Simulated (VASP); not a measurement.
Here is the system:

```
TiN
1.0
    0.00000     2.04503     2.04503
    2.04503     0.00000     2.04503
    2.04503     2.04503     0.00000
Ti N
1 1
Direct
  0.00000   0.00000   0.00000
  0.50000   0.50000   0.50000
```

All values below come from PBEsol GGA, VASP's PBE PAW potentials (set 64) (plane waves; VASP 6.6.1). Settings: 620 eV cut-off, 15×15×15 Γ-centred mesh, first-order Methfessel-Paxton smearing of 0.10 eV, potentials Ti_sv N.

Task: Predict the energy per atom (σ→0), pressure, band gap (on the k-mesh) with the smallest direct gap where there is one.

Result: 
```yaml
band gap (on the k-mesh): none (metal, semimetal or under 0.01 eV)
energy per atom (σ→0): -10.326 eV/atom
pressure: 29.75 GPa
```

The absolute energy has meaning only against runs of the same code, potentials and settings.

The compound is TiN in the rock salt structure. It was relaxed first under an external pressure of 30 GPa. The electron count is odd and the run is not spin-polarised, which forces a metal.
